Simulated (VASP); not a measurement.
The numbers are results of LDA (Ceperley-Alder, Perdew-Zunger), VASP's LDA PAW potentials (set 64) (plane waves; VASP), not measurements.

The input files of a VASP run:

File POSCAR:
```
PdIn
1
    3.2179213625     0.0000000000     0.0000000000
    0.0000000000     3.2179213625     0.0000000000
   -0.0000000000     0.0000000000     3.2179213625
In Pd
1 1
Direct
  0.5000000000   0.5000000000   0.5000000000
  0.0000000000   0.0000000000   0.0000000000
```

KPOINTS:
```
K-points
0
Gamma
  10 10 10
```

### INCAR
```
# general
SYSTEM  = PdIn
PREC    = Accurate
ENCUT   = 400
LREAL   = F
LASPH   = T   # aspherical one-centre terms

# electronic loop
EDIFF   = 1E-8
NELM    = 100
ALGO    = Normal   # blocked Davidson
LMAXMIX = 4   # l cut-off of mixed one-centre charges

# smearing
ISMEAR  = 1   # Methfessel-Paxton
SIGMA   = 0.1

# ions
IBRION  = 1   # quasi-Newton
NSW     = 30
ISIF    = 2
EDIFFG  = -0.001

# output
LWAVE   = F
LCHARG  = F
```

POTCAR, in this order: In_d Pd (LDA.64 set). Program: vasp_std.

Unless said otherwise, spin-orbit coupling is left out, though it shifts the bands of the heavy elements here.

**Question.** Estimate the energy per atom (σ→0), band gap (on the k-mesh).

**Answer.** 
- energy per atom (σ→0) = -5.399 eV/atom
- band gap (on the k-mesh) = none (metal, semimetal or under 0.01 eV)

OSZICAR:
```
...
DAV:   7    -0.108093217793E+02    0.45928E-01   -0.85735E-02  2227   0.585E+00    0.163E+00
DAV:   8    -0.107989934236E+02    0.10328E-01   -0.23397E-02  2023   0.147E+00    0.435E-01
DAV:   9    -0.107978334972E+02    0.11599E-02   -0.19932E-03  2184   0.859E-01    0.814E-02
DAV:  10    -0.107978031153E+02    0.30382E-04   -0.48928E-05  2339   0.122E-01    0.374E-02
DAV:  11    -0.107978013849E+02    0.17305E-05   -0.45266E-06  2038   0.223E-02    0.887E-03
DAV:  12    -0.107978013685E+02    0.16328E-07   -0.25289E-07  2230   0.564E-03    0.432E-03
DAV:  13    -0.107978013697E+02   -0.11701E-08   -0.13322E-08  1473   0.155E-03
   1 F= -.10797801E+02 E0= -.10797324E+02  d E =-.107978E+02
```

The compound is PdIn in the CsCl type structure. It was relaxed first. The start is the result of an earlier pass. The electron count is odd and the run is not spin-polarised, which forces a metal.
